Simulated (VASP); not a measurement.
Here is the system:

```yaml
crystal:
  lattice:
    - [0.00953, 6.03491, 5.96103]
    - [6.03491, 0.00953, 5.96103]
    - [3.02222, 3.02222, 0.00000]
  atoms:
    - { symbol: Li, position: [0.00000, 0.00000, 0.00000] }
    - { symbol: Cl, position: [0.22092, 0.22092, 0.55817] }
    - { symbol: Cl, position: [0.23141, 0.76859, 0.50000] }
    - { symbol: Cl, position: [0.76859, 0.23141, 0.50000] }
    - { symbol: Cl, position: [0.77908, 0.77908, 0.44183] }
    - { symbol: K, position: [0.00000, 0.50000, 0.00000] }
    - { symbol: K, position: [0.50000, 0.00000, 0.00000] }
    - { symbol: K, position: [0.50000, 0.50000, 0.00000] }
```

All values below come from PBEsol GGA, VASP's PBE PAW potentials (set 64) (plane waves; VASP). Numerical set-up: 520 eV cut-off, 4×4×7 Γ-centred mesh, tetrahedra with Blöchl corrections, potentials Li_sv Cl K_sv.

The cores are frozen, which limits the accuracy of field gradients.

Task: Give the principal components of the electric field gradient (V/Å²) and the asymmetry η at each nucleus.

Result: 
```tsv
atom	Vxx	Vyy	Vzz	η
Li1	0.5	0.1	-0.6	0.58
Cl2	-16.0	-13.1	29.0	0.10
Cl3	13.5	10.5	-24.0	0.12
Cl4	13.5	10.5	-24.0	0.12
Cl5	-16.0	-13.1	29.0	0.10
K6	12.1	2.4	-14.4	0.67
K7	12.1	2.4	-14.4	0.67
K8	-10.6	-1.3	11.9	0.78
```

The structure was generated: K3LiCl4 was put into an ordered model structure (Cmmm), which need not be its known phase. It was relaxed first.
